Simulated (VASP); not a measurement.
Method: PBE GGA, VASP's PBE PAW potentials (set 64) (plane waves; VASP).

Input for VASP

KPOINTS:
```
Automatic mesh
0
Gamma
8 8 8
0.5 0.5 0.5
```

**INCAR**
```
# general
SYSTEM  = Lu
PREC    = Accurate
ENCUT   = 210
LREAL   = .FALSE.
LASPH   = .TRUE.

# electronic loop
EDIFF   = 1E-04
NELM    = 100
ALGO    = Normal
LMAXMIX = 6

# smearing
ISMEAR  = 0
SIGMA   = 0.05

# functional
GGA     = PE

# ions
IBRION  = 2
NSW     = 50
ISIF    = 3
EDIFFG  = -0.01

# output
LWAVE   = .FALSE.
LCHARG  = .FALSE.
```

POSCAR:
```
Lu
1.0
  3.5764500000   0.0000000000   0.0000000000
 -1.7882250000   3.0972970000   0.0000000000
  0.0000000000   0.0000000000   5.5364850000
Lu
2
Direct
  0.3333330000   0.6666670000   0.2500000000
  0.6666670000   0.3333330000   0.7500000000
```

POTCAR, in this order: Lu_3 (PBE.64 set). Program: vasp_std.

The run wrote:

OUTCAR:
```
 ion  position               nearest neighbor table
   1  0.333  0.667  0.250-   2 3.45   2 3.45   2 3.45   2 3.45   2 3.45   2 3.45
   2  0.667  0.333  0.750-   1 3.45   1 3.45   1 3.45   1 3.45   1 3.45   1 3.45
  LATTYP: Found a hexagonal cell.
 ALAT       =     3.5764500000
 C/A-ratio  =     1.5480392568
 Subroutine PRICEL returns:
 Original cell was already a primitive cell.
 Subroutine GETGRP returns: Found 24 space group operations
The static configuration has the point symmetry D_3d.
 The point group associated with its full space group is D_6h.
The dynamic configuration has the point symmetry D_3d.
 Subroutine INISYM returns: Found 24 space group operations
 Subroutine IBZKPT returns following result:
 Found     80 irreducible k-points:

 Following reciprocal coordinates:
            Coordinates               Weight
  0.062500  0.062500  0.062500     12.000000
  0.187500  0.062500  0.062500     24.000000
  0.312500  0.062500  0.062500     24.000000
  0.437500  0.062500  0.062500     24.000000
 -0.437500  0.062500  0.062500     24.000000
 -0.312500  0.062500  0.062500     24.000000
 -0.187500  0.062500  0.062500     24.000000
 -0.062500  0.062500  0.062500     12.000000
  0.187500  0.187500  0.062500     12.000000
  0.312500  0.187500  0.062500     24.000000
  0.437500  0.187500  0.062500     24.000000
 -0.437500  0.187500  0.062500     24.000000
 -0.312500  0.187500  0.062500     24.000000
 -0.187500  0.187500  0.062500     12.000000
  0.312500  0.312500  0.062500     12.000000
  0.437500  0.312500  0.062500     24.000000
 -0.437500  0.312500  0.062500     24.000000
 -0.312500  0.312500  0.062500     12.000000
  0.437500  0.437500  0.062500     12.000000
 -0.437500  0.437500  0.062500     12.000000
  0.062500  0.062500  0.187500     12.000000
  0.187500  0.062500  0.187500     24.000000
...
```

**OSZICAR**
```
       N       E                     dE             d eps       ncg     rms          rms(c)
DAV:   1     0.268091289124E+02    0.26809E+02   -0.62728E+03  3892   0.121E+03
DAV:   2    -0.714870232520E+01   -0.33958E+02   -0.32994E+02  3383   0.513E+02
DAV:   3    -0.879368252962E+01   -0.16450E+01   -0.15678E+01  3356   0.451E+01
DAV:   4    -0.889526235088E+01   -0.10158E+00   -0.96767E-01  3535   0.905E+00
DAV:   5    -0.890114612113E+01   -0.58838E-02   -0.56725E-02  3341   0.198E+00    0.242E+01
DAV:   6    -0.888081186719E+01    0.20334E-01   -0.39513E-02  3455   0.399E+00    0.144E+01
DAV:   7    -0.888374611329E+01   -0.29342E-02   -0.72660E-02  3329   0.530E+00    0.371E-01
DAV:   8    -0.888354623164E+01    0.19988E-03   -0.50472E-03  3447   0.793E-01    0.111E-01
DAV:   9    -0.888354796655E+01   -0.17349E-05   -0.13522E-04  2070   0.198E-01
   1 F= -.88835480E+01 E0= -.88814476E+01  d E =-.888355E+01
       N       E                     dE             d eps       ncg     rms          rms(c)
DAV:   1    -0.907709026291E+01   -0.19354E+00   -0.57741E+00  2224   0.674E+01    0.304E+00
DAV:   2    -0.897272397538E+01    0.10437E+00   -0.51257E-01  2944   0.138E+01    0.136E+00
DAV:   3    -0.890135260422E+01    0.71371E-01   -0.12775E-01  3145   0.690E+00    0.447E-01
DAV:   4    -0.890074187409E+01    0.61073E-03   -0.11841E-02  3420   0.168E+00    0.284E-01
DAV:   5    -0.890091299787E+01   -0.17112E-03   -0.98872E-04  3239   0.440E-01    0.360E-02
DAV:   6    -0.890088466922E+01    0.28329E-04   -0.55319E-05  1590   0.204E-01
   2 F= -.89008847E+01 E0= -.88989176E+01  d E =-.173367E-01
       N       E                     dE             d eps       ncg     rms          rms(c)
DAV:   1    -0.890906835467E+01   -0.81554E-02   -0.21681E-01  2276   0.128E+01    0.604E-01
DAV:   2    -0.890505904107E+01    0.40093E-02   -0.19767E-02  2908   0.265E+00    0.268E-01
DAV:   3    -0.890228600450E+01    0.27730E-02   -0.51157E-03  3150   0.139E+00    0.833E-02
DAV:   4    -0.890225247152E+01    0.33533E-04   -0.38939E-04  2521   0.327E-01
   3 F= -.89022525E+01 E0= -.89003162E+01  d E =-.187045E-01
       N       E                     dE             d eps       ncg     rms          rms(c)
DAV:   1    -0.890258950103E+01   -0.30350E-03   -0.10801E-02  2328   0.286E+00    0.141E-01
DAV:   2    -0.890238312635E+01    0.20637E-03   -0.10368E-03  3021   0.583E-01    0.602E-02
DAV:   3    -0.890223857931E+01    0.14455E-03   -0.17623E-04  1830   0.316E-01    0.219E-02
DAV:   4    -0.890223130212E+01    0.72772E-05   -0.30936E-05  1175   0.187E-01
   4 F= -.89022313E+01 E0= -.89002972E+01  d E =-.186833E-01
```

**OUTCAR**
```
------------------------ aborting loop because EDIFF is reached ----------------------------------------
  FORCE on cell =-STRESS in cart. coord.  units (eV):
  Direction    XX          YY          ZZ          XY          YZ          ZX
  --------------------------------------------------------------------------------------
  Total       -0.0020140     -0.0020140      0.0165135      0.0000000      0.0000000      0.0000000
  in kB       -0.0549929     -0.0549929      0.4509091      0.0000000      0.0000000      0.0000000
  external PRESSURE =       0.1136411 kB  Pullay stress =       0.0000000 kB
  volume of cell :       58.68
      direct lattice vectors                 reciprocal lattice vectors
     3.521106729  0.000000000  0.000000000     0.284001616  0.163968386  0.000000000
    -1.760553364  3.049368300  0.000000000     0.000000000  0.327936773  0.000000000
     0.000000000  0.000000000  5.464771900     0.000000000  0.000000000  0.182990254
 POSITION                                       TOTAL-FORCE (eV/Angst)
 -----------------------------------------------------------------------------------
     -0.00000      2.03291      1.36619        -0.000000      0.000000      0.000000
      1.76056      1.01646      4.09858         0.000000     -0.000000      0.000000
 -----------------------------------------------------------------------------------
    total drift:                               -0.000147      0.000085     -0.000040
  FREE ENERGIE OF THE ION-ELECTRON SYSTEM (eV)
  ---------------------------------------------------
  free  energy   TOTEN  =        -8.9022313021 eV

  energy  without entropy=       -8.8983630898  energy(sigma->0) =       -8.90029720

 reached required accuracy - stopping structural energy minimisation
```
(Selected blocks of OUTCAR.)

CONTCAR:
```
Lu
   1.00000000000000
     3.5211067285656146    0.0000000000000000    0.0000000000000000
    -1.7605533642828073    3.0493683003679504    0.0000000000000000
     0.0000000000000000    0.0000000000000000    5.4647719004522513
  Lu
     2
Direct
     0.3333330000000032    0.6666669999999968    0.2500000000000000
     0.6666669999999968    0.3333330000000032    0.7500000000000000
```

At this cut-off the stress carries a Pulay error, which pulls relaxed volumes low.  Energy and stress use the plane-wave basis of the starting cell.

The structure comes from a computed database's Lu entry; how it stands against other phases isn't given here. This run relaxes it. Symmetry was kept, so distortions that lower it aren't found. The run is one of a series of settings (EDIFF = 1E-04, EDIFFG = -0.01, ENCUT = 210, IBRION = 2, ISIF = 3, NSW = 50, KPOINTS 8×8×8 Γ-centred mesh shifted by (0.5, 0.5, 0.5) against the base run), some of them coarse on purpose.
